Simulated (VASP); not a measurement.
Calculation: PBEsol GGA, VASP's PBE PAW potentials (set 64) (plane waves; VASP).

Input for VASP

KPOINTS:
```
Automatic mesh
0
Gamma
8 8 8
0 0 0
```

**INCAR**
```
! general
SYSTEM    =  AgCl
PREC      =  Accurate
ENCUT     =  400
LREAL     =  .FALSE.
LASPH     =  .TRUE.

! electronic loop
EDIFF     =  1E-8
NELM      =  100
ALGO      =  Normal
LMAXMIX   =  4

! smearing
ISMEAR    =  0
SIGMA     =  0.01

! functional
GGA       =  PS

! ions
IBRION    =  8
NSW       =  1

! output
LWAVE     =  .FALSE.
LCHARG    =  .FALSE.

! other
LEPSILON  =  .TRUE.
```

### POSCAR
```
AgCl
1
    0.0000000000     2.7196285811     2.7196285811
    2.7196285811     0.0000000000     2.7196285811
    2.7196285811     2.7196285811     0.0000000000
Ag Cl
1 1
Direct
  1.0000000000   1.0000000000   0.0000000000
  0.5000000000   0.5000000000   0.5000000000
```

POTCAR, in this order: Ag Cl (PBE.64 set). Program: vasp_std.

The resulting files:

**OUTCAR**
```


 HEAD OF MICROSCOPIC STATIC DIELECTRIC TENSOR (INDEPENDENT PARTICLE, excluding Hartree and local field effects)
 ------------------------------------------------------
           5.775428    -0.000000    -0.000000
          -0.000000     5.775428    -0.000000
           0.000000    -0.000000     5.775428
 ------------------------------------------------------

 MACROSCOPIC STATIC DIELECTRIC TENSOR (including local field effects in DFT)
 ------------------------------------------------------
           5.494503     0.000000     0.000000
          -0.000000     5.494503     0.000000
          -0.000000    -0.000000     5.494503
 ------------------------------------------------------

 PIEZOELECTRIC TENSOR (including local field effects)  for field in x, y, z        (e  Angst)
          XX          YY          ZZ          XY          YZ          ZX
  --------------------------------------------------------------------------------
  x     0.00000     0.00000     0.00000     0.00000     0.00000     0.00000
  y     0.00000     0.00000     0.00000     0.00000     0.00000     0.00000
  z     0.00000     0.00000     0.00000     0.00000     0.00000     0.00000

 PIEZOELECTRIC TENSOR (including local field effects)  for field in x, y, z        (C/m^2)
          XX          YY          ZZ          XY          YZ          ZX
  --------------------------------------------------------------------------------
  x     0.00000     0.00000     0.00000     0.00000     0.00000     0.00000
  y     0.00000     0.00000     0.00000     0.00000     0.00000     0.00000
  z     0.00000     0.00000     0.00000     0.00000     0.00000     0.00000

 BORN EFFECTIVE CHARGES (including local field effects) (in |e|, cummulative output)
 ---------------------------------------------------------------------------------
 ion    1
    1     1.42049     0.00000     0.00000
    2     0.00000     1.42049     0.00000
    3     0.00000     0.00000     1.42049
 ion    2
    1    -1.42049     0.00000     0.00000
    2     0.00000    -1.42049     0.00000
    3     0.00000     0.00000    -1.42049
```
(Selected blocks of OUTCAR.)

File OUTCAR:
```
 val. band max:        4.4798848914   @ k =   0.5000   0.0000   0.0000

 cond. band min:       5.2006615106   @ k =   0.0000   0.0000   0.0000


 Fermi energy:         4.5496161596

 k-point     1 :       0.0000    0.0000    0.0000
  band No.  band energies     occupation
      1     -11.0730      2.00000
      2       1.7488      2.00000
      3       1.7488      2.00000
      4       1.7488      2.00000
      5       1.7922      2.00000
      6       1.7922      2.00000
      7       1.9007      2.00000
      8       1.9007      2.00000
      9       1.9007      2.00000
     10       5.2007      0.00000
     11      15.2029      0.00000
     12      15.2029      0.00000
     13      15.2029      0.00000

 k-point     2 :       0.1250    0.0000    0.0000
  band No.  band energies     occupation
      1     -11.0010      2.00000
      2       0.9690      2.00000
      3       1.0446      2.00000
      4       1.0446      2.00000
      5       1.8127      2.00000
      6       1.8127      2.00000
      7       2.0759      2.00000
      8       2.7284      2.00000
      9       2.7284      2.00000
     10       5.9687      0.00000
     11      13.7658      0.00000
     12      14.8839      0.00000
     13      14.8839      0.00000

 k-point     3 :       0.2500    0.0000    0.0000
  band No.  band energies     occupation
      1     -10.8185      2.00000
      2      -0.1673      2.00000
      3       0.4188      2.00000
      4       0.4188      2.00000
      5       1.9616      2.00000
      6       1.9616      2.00000
      7       2.2454      2.00000
      8       3.5745      2.00000
      9       3.5745      2.00000
     10       7.3294      0.00000
     11      12.1266      0.00000
     12      13.5317      0.00000
     13      13.5317      0.00000

 k-point     4 :       0.3750    0.0000    0.0000
  band No.  band energies     occupation
      1     -10.6220      2.00000
      2      -1.0280      2.00000
      3       0.0213      2.00000
...
```

The compound is AgCl in the rock salt structure. It was relaxed first, which changed the volume by -6 %.
